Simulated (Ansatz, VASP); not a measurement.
# TlSbS3: VASP beside Ansatz, part 2 of 2

Aim: how closely do two programs agree when they are given the same cell, functional and k mesh? The cell is generated by rule, not measured, and may not be a known phase. The cell is taken from a series of runs on this material, whose earlier steps may have relaxed, scaled, displaced or heated it; both programs get it as it stands.

VASP 6.6.1 and Ansatz 0.2.0.

So far: The structure; VASP: relaxation of cell and atoms, LDA.

The structure was built from a prototype and need not be the compound's stable phase.

## (3) Ansatz: relaxation of cell and atoms, LDA

Level of this step: Ansatz beside VASP: Kohn-Sham DFT, plane waves, LDA (Ansatz).

Ansatz runs on its PAW soft_1 files.

The same cell, functional (in two slightly different forms), mesh and smearing now go to Ansatz, which takes its cutoff from its data sets.

input.yaml reads:

```yaml
crystal:
  lattice:
    - [6.9623893244, 0.0, 0.0]
    - [0.0, 4.6994746275, 0.0]
    - [0.0, 0.0, 7.3870526201]
  atoms:
    - { symbol: Tl, position: [0.25, 0.0, 0.2691560591] }
    - { symbol: Tl, position: [0.75, 0.0, 0.7308439409] }
    - { symbol: Sb, position: [0.25, 0.5, 0.7409997274] }
    - { symbol: Sb, position: [0.75, 0.5, 0.2590002726] }
    - { symbol: S, position: [0.5, 0.5, 0.0] }
    - { symbol: S, position: [0.0, 0.5, 0.5] }
    - { symbol: S, position: [0.0, 0.5, 0.0] }
    - { symbol: S, position: [0.5, 0.5, 0.5] }
    - { symbol: S, position: [0.25, 0.0, 0.8552490385] }
    - { symbol: S, position: [0.75, 0.0, 0.1447509615] }
kpoints:
  mp_grid: { grid: [6, 8, 6] }
hamiltonian:
  xc: lda
  pseudopotentials: { kind: paw, azcp: { folder: soft_1 }, xc_functional: pbe }
scf:
  occupations: { method: methfessel_paxton, width: 0.2 }
output:
  forces: true
  stress: true
  eigenvalues: true
relax:
  adjacent_minimum: "off"
  f_tol: 0.001
  max_steps: 60
  cell: { stress_tol: 0.01 }
```

The run is started by

```
$ ansatz run input.yaml --threads 4 --pin off --max-ram 16384MiB --backend cpu --events-out ev --progress --plain --runs-dir out
```

Numbers of over 12 decimals in the logs are rounded to 6 here.

Output:

```text
Engine: ansatz 0.2.0, aarch64-unknown-linux-gnu
Pseudopotentials: kind: paw
Pseudopotential: Tl, paw, valence charge 13, recommended cutoff 420 eV (normal), soft_1/Tl.paw.azcp
Pseudopotential: Sb, paw, valence charge 15, recommended cutoff 420 eV (normal), soft_1/Sb.paw.azcp
Pseudopotential: S, paw, valence charge 6, recommended cutoff 420 eV (normal), soft_1/S.paw.azcp
Functional definition: SPW92
  exchange = slater_x
  correlation = pw_c
Crystal: 10 atoms, lattice volume = 241.701 Å³
Basis set: ecut = 420 eV, 4709 PW (Γ)
Bands: 56, of which v1, the nominal top of the filled ones, is band 46 counted from 1 (45 counted from 0)
Symmetry: 8 space group operations
Space group: Pmma (ITA 51), of the structure as read, at distance tolerance 6.2e-5 Å
k-points: 80 of 288
Non-local potential: Tl, projectors of the file, l = 0: 2, l = 1: 2, l = 2: 2, l = 3: 1
Non-local potential: Sb, projectors of the file, l = 0: 2, l = 1: 2, l = 2: 2, l = 3: 1
Non-local potential: S, projectors of the file, l = 0: 2, l = 1: 2, l = 2: 1
PAW form: soft (Blöchl's): semilocal exchange-correlation on the pseudo side does not see the compensation charge
PAW frozen core: Tl, regenerated for the run's functional, and the local potential with it (the file was generated under x = pbe(κ = 0.804, μ = 0.219515), c = pbe(β = 0.066725))
PAW frozen core: Sb, regenerated for the run's functional, and the local potential with it (the file was generated under x = pbe(κ = 0.804, μ = 0.219515), c = pbe(β = 0.066725))
PAW frozen core: S, regenerated for the run's functional, and the local potential with it (the file was generated under x = pbe(κ = 0.804, μ = 0.219515), c = pbe(β = 0.066725))
PAW one-centre angular grid: Tl, 590 points (default); XC on 64 Gauss nodes
PAW one-centre angular grid: Sb, 590 points (default); XC on 64 Gauss nodes
PAW one-centre angular grid: S, 110 points (default); XC on 64 Gauss nodes
Initial density: superposition of atomic densities (chi_scale 0.1, normalization cell, long waves kept (reshape's long-wave potential 0.13 eV rms))
Initial wavefunctions: pseudopotential atomic-orbital guess
Functional: x = slater, c = lda
SCF iter   1: F=—  HF=-40186.418973 eV  |F-HF|=—  |Δ(HF+E_count)|=         —  Δρ=2.85e-2  dr2=5.03e0  ethr=3.10e-3  ⟨swp⟩=8.4  Hψ=20307  notcnv=0
preconditioner: auto → Kerker (q_TF=auto, 2.323 Å⁻¹)  [metal: Δε(μ)=0.022 eV  Ē_g=10.245 eV  σ=0.200 eV  W_gap=0.09  n_scr=46 (ndim 8)  ℏωp=20.3 eV  f_vac=0.000  D(μ)=4.54/eV (n_scr^D=30)]
SCF iter   2: F=—  HF=-40185.431044 eV  |F-HF|=—  |Δ(HF+E_count)|=   9.88e-1  S|Δr|=    0.00e0  Δρ=1.72e-2  dr2=2.36e0  ethr=3.10e-3  ⟨swp⟩=2.2  Hψ=5684  notcnv=0  defer=219
SCF iter   3: F=—  HF=-40184.719883 eV  |F-HF|=—  |Δ(HF+E_count)|=   7.11e-1  S|Δr|=    0.00e0  Δρ=4.91e-3  dr2=1.96e-1  ethr=2.57e-3  ⟨swp⟩=3.2  Hψ=9479  notcnv=0  defer=221
SCF iter   4: F=—  HF=-40184.656892 eV  |F-HF|=—  |Δ(HF+E_count)|=   6.30e-2  S|Δr|=    0.00e0  Δρ=1.69e-3  dr2=2.89e-2  ethr=2.13e-4  ⟨swp⟩=2.5  Hψ=7028  notcnv=0  defer=203
SCF iter   5: F=—  HF=-40184.648921 eV  |F-HF|=—  |Δ(HF+E_count)|=   7.97e-3  S|Δr|=    0.00e0  Δρ=6.21e-4  dr2=1.87e-3  ethr=3.15e-5  ⟨swp⟩=2.1  Hψ=6234  notcnv=0  defer=204
SCF iter   6: F=—  HF=-40184.648544 eV  |F-HF|=—  |Δ(HF+E_count)|=   3.77e-4  S|Δr|=    0.00e0  Δρ=1.81e-4  dr2=2.11e-4  ethr=2.04e-6  ⟨swp⟩=2.2  Hψ=7761  notcnv=0  defer=204
SCF iter   7: F=—  HF=-40184.648523 eV  |F-HF|=—  |Δ(HF+E_count)|=   2.03e-5  S|Δr|=    0.00e0  Δρ=6.82e-5  dr2=3.68e-5  ethr=2.30e-7  ⟨swp⟩=2.1  Hψ=7355  notcnv=0  defer=204
SCF iter   8: F=—  HF=-40184.648517 eV  |F-HF|=—  |Δ(HF+E_count)|=   6.08e-6  S|Δr|=    0.00e0  Δρ=2.59e-5  dr2=4.81e-6  ethr=4.00e-8  ⟨swp⟩=2.5  Hψ=7495  notcnv=0  defer=207
SCF iter   9: F=—  HF=-40184.648516 eV  |F-HF|=—  |Δ(HF+E_count)|=   8.48e-7  S|Δr|=    0.00e0  Δρ=8.67e-6  dr2=8.10e-7  ethr=5.23e-9  ⟨swp⟩=2.4  Hψ=6429  notcnv=0  defer=207
SCF iter  10: F=-40184.648516 eV  HF=-40184.648516 eV  |F-HF|=2.84e-8  |Δ(HF+E_count)|=   1.25e-7  S|Δr|=    0.00e0  Δρ=3.09e-6  dr2=6.52e-8  ethr=1.09e-10  ⟨swp⟩=13.2  Hψ=27577  notcnv=0
SCF 1 converged in 10 iterations: F = -40184.648516 eV  dr2 = 6.52e-8
  greatest PAW one-centre occupation: 0.997 electrons in one spin orbital (limit 2), on the Sb atom at site 3 (counted from 0), in its partial waves of l = 2
relax step   1: F+E_penalty+E_count = -40184.64851626 eV  Δ(F+E_penalty+E_count) = +0.000e0 eV  max|allowed force component| = 2.426e-4 eV/Å  Δτ_max = 0.0000 Å  P = +0.002 GPa  Ω = 241.701 Å³  (10 SCF iters, dr2 threshold 1.00e-7 eV, accepted)
[...]
relax step   3: F+E_penalty+E_count = -40184.64852150 eV  Δ(F+E_penalty+E_count) = -1.335e-6 eV  max|allowed force component| = 6.624e-4 eV/Å  Δτ_max = 0.0004 Å  P = +0.000 GPa  Ω = 241.701 Å³  energy of the carried Pulay correction = -2.144e-7 eV  (6 SCF iters, dr2 threshold 9.50e-11 eV, accepted)
[...]
relax step   4: F+E_penalty+E_count = -40184.64852325 eV  Δ(F+E_penalty+E_count) = -1.749e-6 eV  max|allowed force component| = 6.602e-4 eV/Å  Δτ_max = 0.0000 Å  P = +0.000 GPa  Ω = 241.701 Å³  stress off target by 2.37e-3 GPa  SCF on the basis re-selected at this cell (its energy is not comparable with the rows above)  (5 SCF iters)
basis re-selected at this cell: Δ(F+E_penalty+E_count) = -1.749e-6 eV, ΔP = -0.000 GPa vs the last step (what re-selecting the basis moved, of the pressure what is left beyond the Pulay correction that the steps carried, after the strain that the cell walked since its last selection, with what the two solves' SCF thresholds leave and, on support functions, any second-order correction that the steps lacked; it is no m [...]
SCF converged after 5 iterations
Stability not checked: this state was not tested for a lower state beside it, because cold or Methfessel-Paxton smearing, or corrected tetrahedra, fill the levels in a way that the test cannot read (fill_not_monotonic; see scf.lower_state_search)
Free energy (F): -40184.648523 eV
Harris-Foulkes:  -40184.648523 eV  (|F-HF|=0.00e0)
Internal energy: -40184.640950 eV  (E = F + TS)
E sigma→0 (E₀):  -40184.646630 eV
Entropy (-TS):   -0.007573 eV (-0.757 meV/atom)
Fermi energy:    6.968247 eV
--- Per-component energies (eV) ---
  E_band       = -431.838939
  E_kinetic    = 1491.750133
  E_local      = -6207.983200  (includes V_loc(G=0)·N_el)
  E_nonlocal   = 1643.872976
  E_hartree    = 2414.148950
  E_xc         = -1094.195012
  E_vxc        = -926.339432  (∫ρ·V_xc dr)
  E_paw        = -32025.460525  (= ΣΔE_a)
  E_vpaw       = -1261.437504  (= ΣTr[D̂ρ^β])
  E_aug_tail   = 0.000168  (compensation charges beyond the density's cutoff)
  E_ewald      = -6408.528365
  E_core_change = 1.753925  (= ΣΔE_core)
  E_smearing   = -0.007573  (= −TS)
  E_closure    = 0.000000  (closes the sum)
  Σ components = -40184.648523   (vs F -40184.648523, Δ=0.00e0)
--- Forces (eV/Å), atoms counted from 1 ---
  atom   1  Tl     0.00000000    -0.00000000     0.00019320
  atom   2  Tl    -0.00000000     0.00000000    -0.00019320
  atom   3  Sb     0.00000000    -0.00000000     0.00066021
  atom   4  Sb    -0.00000000     0.00000000    -0.00066021
  atom   5  S      0.00000000     0.00000000     0.00000000
  atom   6  S      0.00000000     0.00000000    -0.00000000
  atom   7  S      0.00000000     0.00000000     0.00000000
  atom   8  S      0.00000000     0.00000000    -0.00000000
  atom   9  S      0.00000000    -0.00000000     0.00018654
  atom  10  S      0.00000000     0.00000000    -0.00018654
  max |Σ_I F_I| component: 1.08e-19 eV/Å
--- Stress (GPa, compression-positive) ---
        0.002367       0.000000      -0.000000
        0.000000      -0.001750       0.000000
       -0.000000       0.000000       0.000175
  P = ⅓ Tr σ = 0.0003 GPa (0.003 kbar)
--- Band table (eV; the first three rows and the last of 80) ---
  k-point 0: bands = [... 42 lower, 5.9748, 6.0543, 6.2838, 6.4232, 7.0921, 8.1140, 8.4104, 9.1512, ... 6 higher]
  k-point 1: bands = [... 42 lower, 5.9082, 6.0175, 6.2363, 6.3764, 6.9717, 7.6637, 8.9115, 9.8947, ... 6 higher]
  k-point 2: bands = [... 42 lower, 6.0735, 6.1333, 6.1404, 6.3402, 6.7321, 7.2509, 9.9940, 10.1727, ... 6 higher]
  k-point 79: bands = [... 42 lower, 5.8070, 5.8070, 7.0732, 7.0732, 7.7538, 7.7538, 9.3279, 9.3279, ... 6 higher]
--- Relaxed structure (3 steps of the walk, 3 accepted, 1 SCFs on fresh bases) ---
  F+E_penalty+E_count = -40184.64852325 eV   max|allowed force component| = 6.602e-4 eV/Å   (the final SCF, on the basis selected at the relaxed cell)
  cell:  # Å, volume = 241.7009 Å³
    - [6.961466, 0, 0]
    - [0, 4.698446, 0]
    - [0, 0, 7.389639]
  atoms:
    - { symbol: Tl, position: [0.250000, 0, 0.269134] }
    - { symbol: Tl, position: [0.750000, 0, 0.730866] }
    - { symbol: Sb, position: [0.250000, 0.5, 0.740972] }
    - { symbol: Sb, position: [0.750000, 0.5, 0.259028] }
    - { symbol: S, position: [0.500000, 0.5, 0] }
    - { symbol: S, position: [0, 0.5, 0.5] }
    - { symbol: S, position: [0, 0.5, 0] }
    - { symbol: S, position: [0.500000, 0.5, 0.5] }
    - { symbol: S, position: [0.250000, 0, 0.855355] }
    - { symbol: S, position: [0.750000, 0, 0.144645] }
```

## (4) Side by side

Known differences besides the potentials themselves: the two LDA forms differ slightly; the data sets hold 92 valence electrons in Ansatz (on its PAW soft_1 files) and 72 in VASP; the cutoff is 420 eV in Ansatz and 500 eV in VASP; VASP's log shows a relativistic correction to its local exchange, Ansatz's none; Ansatz adds a Pulay correction to the stress that steers its cell, VASP none. Total energies have different zeros and are not compared.

The two programs side by side:

| quantity | Ansatz | VASP | difference |
| --- | --- | --- | --- |
| volume (Å³) | 241.70 | 241.92 | -0.09 % |
| edge a after relaxation, in the typed setting (Å) | 6.962 | 6.960 | +0.02 % |
| edge b after relaxation, in the typed setting (Å) | 4.698 | 4.705 | -0.14 % |
| edge c after relaxation, in the typed setting (Å) | 7.390 | 7.388 | +0.03 % |

## (5) Outcome

```
difference in edge b after relaxation, in the typed setting (relaxation of cell and atoms, LDA) : -0.14 %
```

The difference in edge b after relaxation, in the typed setting is -0.14 % (relaxation of cell and atoms, LDA), within the 1.2 % picked in this series as the mark of a large difference, as far as the stopping tolerances let one tell. The data sets hold unlike numbers of valence electrons (92 in Ansatz and 72 in VASP), so part of the differences comes from the potentials. 1 further run of this series is not shown here. How closely two codes agree says nothing of how well the functional describes the real material.

[Lines on the potential files, build, host, timing and source positions are cut from VASP's logs without a mark.]

[Logs are printed without paths, hosts, clocks, repeated set-up lines and the standing remarks that a program may print on its own settings, such as how far it seeks lower states.]

[Hosts, paths, dates, database ids (printed as entryN), source tags and the programs' standing remarks are cut or masked in the printed files.]
